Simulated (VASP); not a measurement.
The system is Ti3BiO3.

```
CELL_PARAMETERS angstrom
4.67994 0.00000 0.00000
0.00000 4.67994 0.00000
0.00000 0.00000 4.67994
ATOMIC_POSITIONS crystal
Ti 0.50000 0.00000 0.00000
Ti 0.00000 0.50000 0.00000
Ti 0.00000 0.00000 0.50000
Bi 0.50000 0.50000 0.50000
O 0.50000 0.50000 0.00000
O 0.00000 0.50000 0.50000
O 0.50000 0.00000 0.50000
```

The cell was built by a generator and needn't be a form met in nature.

| Quantity | Value |
| --- | --- |
| Program | VASP 6.6.1 |
| Task | relaxation of cell and atoms |
| Functional | PBE |
| Potentials or basis | VASP PAW PBE potentials, release 64 (Ti_sv, Bi_d, O) |
| Cutoff | 520 eV |
| k mesh | 3 × 3 × 3 |
| Occupations | gaussian, width 0.15 eV |
| Spin | no spin polarisation |

At the start: pressure -6.7 GPa; volume 14.64 Å³/atom.

Q: Where does the relaxation end?

A: Over 3 steps the energy falls by 22.6 meV/atom and the volume is 13.72 Å³/atom (-6.3 %); space group Pm-3m (No. 221, to 0.05 Å).

The path:
| step | energy change (eV) | largest force (eV/Å) | pressure (GPa) | volume (Å³) |
| --- | --- | --- | --- | --- |
| 1 | 0.0000 | 0.0000 | -6.74 | 102.50 |
| 2 | -0.1259 | 0.0000 | 3.90 | 93.63 |
| 3 | -0.1580 | 0.0000 | 0.19 | 96.01 |

Final structure:
```
Ti Bi O
1.0
     4.57899    0.00000    0.00000
     0.00000    4.57899    0.00000
     0.00000    0.00000    4.57899
Ti Bi O
3 1 3
Cartesian
  2.2895 0.0000 0.0000
  0.0000 2.2895 0.0000
  0.0000 0.0000 2.2895
  2.2895 2.2895 2.2895
  2.2895 2.2895 0.0000
  0.0000 2.2895 2.2895
  2.2895 0.0000 2.2895
```

Caveat: the k mesh is coarse (spacing up to 0.45 Å⁻¹), so the values aren't converged; an odd number of electrons without spin polarisation forces a metal; a magnetic or distorted state may lie lower; the relaxation stopped at a loose force limit of 0.08 eV/Å, so its end isn't a converged minimum.
